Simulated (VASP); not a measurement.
Here is the system:

```
AlErZn
1.0
    4.40463     0.00000     0.00000
   -2.20232     3.81453     0.00000
    0.00000     0.00000     6.93844
Er Al Zn
2 2 2
Cartesian
  0.00000   0.00000   6.93844
  0.00000   0.00000   3.46922
  2.20232   1.27151   5.20383
  0.00000   2.54302   1.73461
  2.20232   1.27151   1.73461
  0.00000   2.54302   5.20383
```

All values below come from PBEsol GGA, VASP's PBE PAW potentials (set 64) (plane waves; VASP 6.6.1). Run with 400 eV cut-off, Gaussian smearing of 0.050 eV, potentials Er_3 Al Zn.

The 4f electrons are frozen in the core of the lanthanide potential, so 4f levels, which can set the real gap, and their magnetism are missing.

Problem. Give the energies of bands 16 to 27 at the high-symmetry points, in eV from the Fermi level.

Solution. 
```csv
band,Γ,M,K,A,L,H
16,-7.00,-7.03,-7.00,-7.05,-7.03,-7.02
17,-7.00,-5.73,-5.14,-6.90,-5.43,-4.87
18,-5.54,-5.70,-5.14,-6.90,-5.43,-4.87
19,-4.18,-5.04,-4.35,-1.28,-4.77,-4.78
20,-1.09,-2.92,-4.35,-1.28,-4.77,-4.78
21,-1.09,-1.62,-3.89,-0.32,-1.16,-2.74
22,0.06,-1.58,-1.09,-0.32,-1.16,-2.74
23,0.34,-1.17,-1.09,-0.32,-0.19,0.12
24,0.34,-1.00,-1.01,-0.32,-0.19,0.12
25,1.68,-0.66,1.69,1.29,0.14,0.29
26,1.74,1.94,1.98,1.29,0.14,0.29
27,1.75,2.87,2.56,1.29,2.50,2.56
```

It has no gap at this level: it comes out as a metal or semimetal.

The structure comes from a computed database's ErAlZn entry (P6_3/mmc); how it stands against other phases isn't given here. It was relaxed first.
